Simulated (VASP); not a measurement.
VASP ran on this input.

POSCAR:
```
MgI2
1.0
  2.1028145369  -3.6421811751   0.0000000000
  2.1028145369   3.6421811751   0.0000000000
  0.0000000000   0.0000000000   7.7016026497
Mg I
1 2
Direct
  0.0000000000   1.0000000000   0.0000000000
  0.3333330000   0.6666670000   0.2172600835
  0.6666670000   0.3333330000   0.7827399165
```

### INCAR
```
SYSTEM  =  MgI2
PREC  =  Accurate; ENCUT  =  520; LREAL  =  F
LASPH  =  T
EDIFF  =  1E-7; NELM  =  100; ALGO  =  Normal
LMAXMIX  =  4
ISMEAR  =  -5
GGA  =  91
ISIF  =  2
LWAVE  =  F; LCHARG  =  T; LORBIT  =  11
NEDOS  =  601
LEFG  =  T
```

File KPOINTS:
```
Automatic mesh
0
Gamma
7 7 4
0 0 0
```

POTCAR, in this order: Mg I (PBE.64 set). Program: vasp_std.

Problem. Translate this PW91 calculation to Quantum ESPRESSO's pw.x.

Solution. One equivalent input (not run):
```
&CONTROL
  calculation = 'scf'
  pseudo_dir = './pseudo'
  outdir = './out'
  tprnfor = .true.
  tstress = .true.
/
&SYSTEM
  ibrav = 0
  nat = 3
  ntyp = 2
  ecutwfc = 84
  occupations = 'tetrahedra'
  input_dft = 'pw91'
/
&ELECTRONS
  conv_thr = 7.3e-09
  electron_maxstep = 100
/
ATOMIC_SPECIES
  Mg 24.305 Mg.upf
  I 126.904 I.upf
CELL_PARAMETERS angstrom
     2.1028145   -3.6421812    0.0000000
     2.1028145    3.6421812   -0.0000000
     0.0000000   -0.0000000    7.7016026
ATOMIC_POSITIONS crystal
  Mg   0.0000000  1.0000000  0.0000000
  I    0.3333330  0.6666670  0.2172601
  I    0.6666670  0.3333330  0.7827399
K_POINTS automatic
  7 7 4 0 0 0
```
The two are equivalent in intent, not identical: the potentials are each code's own (VASP's PAW set, PseudoDojo norm-conserving files in pw.x), so ENCUT and ecutwfc are chosen apart and not converted; conv_thr bounds pw.x's estimated SCF error, while EDIFF bounds the energy change between steps; the field gradients of LEFG aren't asked of the other code.

The compound is MgI2 in the 1T layered structure. It was relaxed first, which changed the volume by +15 %.
